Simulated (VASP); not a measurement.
Output of a VASP run:

### OSZICAR
```
       N       E                     dE             d eps       ncg     rms          rms(c)
DAV:   1     0.579222141265E+02    0.57922E+02   -0.59285E+03   260   0.936E+02
DAV:   2    -0.336466131774E+02   -0.91569E+02   -0.85812E+02   260   0.227E+02
DAV:   3    -0.389280897478E+02   -0.52815E+01   -0.52192E+01   368   0.645E+01
DAV:   4    -0.390698961065E+02   -0.14181E+00   -0.14176E+00   309   0.103E+01
DAV:   5    -0.390740433307E+02   -0.41472E-02   -0.41470E-02   343   0.179E+00    0.566E+00
DAV:   6    -0.360737377789E+02    0.30003E+01   -0.83931E+00   260   0.748E+01    0.473E+00
DAV:   7    -0.357835602860E+02    0.29018E+00   -0.14398E+00   295   0.428E+01    0.237E+00
DAV:   8    -0.357921173287E+02   -0.85570E-02   -0.61294E-01   283   0.209E+01    0.138E+00
DAV:   9    -0.357123107118E+02    0.79807E-01   -0.20001E-01   311   0.114E+01    0.191E-01
DAV:  10    -0.357789604199E+02   -0.66650E-01   -0.27264E-02   260   0.164E+00    0.941E-02
DAV:  11    -0.357791984569E+02   -0.23804E-03   -0.50132E-04   335   0.213E-01    0.636E-02
DAV:  12    -0.357781156065E+02    0.10829E-02   -0.18032E-03   300   0.122E+00    0.914E-02
DAV:  13    -0.357793222722E+02   -0.12067E-02   -0.15858E-03   290   0.109E+00    0.149E-02
DAV:  14    -0.357793134465E+02    0.88257E-05   -0.45995E-05   280   0.754E-02    0.102E-02
DAV:  15    -0.357793336533E+02   -0.20207E-04   -0.71141E-06   319   0.512E-02    0.631E-03
DAV:  16    -0.357793365481E+02   -0.28947E-05   -0.34873E-06   305   0.332E-02    0.236E-03
DAV:  17    -0.357793383182E+02   -0.17701E-05   -0.85630E-07   185   0.128E-02    0.170E-03
DAV:  18    -0.357793379625E+02    0.35564E-06   -0.13475E-07   145   0.486E-03
   1 F= -.35779338E+02 E0= -.35779338E+02  d E =-.103232E-27
```

**OUTCAR**
```
------------------------ aborting loop because EDIFF is reached ----------------------------------------
  FORCE on cell =-STRESS in cart. coord.  units (eV):
  Direction    XX          YY          ZZ          XY          YZ          ZX
  --------------------------------------------------------------------------------------
  Total       -0.4795266     -0.4795266     -0.4795266      0.0000000      0.0000000      0.0000000
  in kB      -13.7494145    -13.7494145    -13.7494145      0.0000000      0.0000000      0.0000000
  external PRESSURE =     -13.7494145 kB  Pullay stress =       0.0000000 kB
  volume of cell :       55.88
      direct lattice vectors                 reciprocal lattice vectors
     0.000000000  3.034378000  3.034378000    -0.164778416  0.164778416  0.164778416
     3.034378000  0.000000000  3.034378000     0.164778416 -0.164778416  0.164778416
     3.034378000  3.034378000  0.000000000     0.164778416  0.164778416 -0.164778416
  FREE ENERGIE OF THE ION-ELECTRON SYSTEM (eV)
  ---------------------------------------------------
  free  energy   TOTEN  =       -35.7793379625 eV

  energy  without entropy=      -35.7793379625  energy(sigma->0) =      -35.77933796
```
(Selected blocks of OUTCAR.)

**POSCAR**
```
CuI
1
    0.0000000000     3.0343780000     3.0343780000
    3.0343780000     0.0000000000     3.0343780000
    3.0343780000     3.0343780000     0.0000000000
Cu I
1 1
Direct
  0.0000000000   0.0000000000   0.0000000000
  0.2500000000   0.2500000000   0.2500000000
```

Write an INCAR and KPOINTS that could have produced this output.

Several could match; the one computed here: the input of the run itself, r2SCAN meta-GGA, plane waves, VASP's PBE PAW potentials (set 64).

### INCAR
```
ALGO = Normal
EDIFF = 1E-6
ENCUT = 300
ISIF = 2
ISMEAR = 0
LASPH = .True.
LCHARG = .False.
LMAXMIX = 4
LMIXTAU = .True.
LREAL = .False.
LWAVE = .False.
METAGGA = R2SCAN
NELM = 100
PREC = Accurate
SIGMA = 0.02
SYSTEM = CuI
```

### KPOINTS
```
Automatic mesh
0
Gamma
5 5 5
0 0 0
```

POTCAR, in this order: Cu I (PBE.64 set). Program: vasp_std.

At this cut-off the stress carries a Pulay error, which pulls relaxed volumes low.

The structure is a typed CuI crystal. The cell was not relaxed at this level. The run is one of a series of settings (GGA removed, LMIXTAU = .TRUE., METAGGA = R2SCAN against the base run), some of them coarse on purpose.
